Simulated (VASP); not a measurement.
Input:

```xyz
2
Lattice="0.0000 3.1537 3.1537 3.1537 0.0000 3.1537 3.1537 3.1537 0.0000" Properties=species:S:1:pos:R:3 pbc="T T T"
Na     0.0000     0.0000     0.0000
I      3.1537     3.1537     3.1537
```

Calculation: rev-vdW-DF2, VASP's PBE PAW potentials (set 64) (plane waves; VASP). Numerical set-up: 520 eV cut-off, 7×7×7 Γ-centred mesh, Gaussian smearing of 0.050 eV, potentials Na_pv I.

### Question
Give the stress tensor in GPa (positive for a compressed cell).

### Answer

```
1.18  0.00  0.00
0.00  1.18  0.00
0.00  0.00  1.18
```
The pressure is its mean diagonal, 1.18 GPa.

The compound is NaI in the rock salt structure. This cell is one point of a volume scan, at 0.94 of the reference volume.
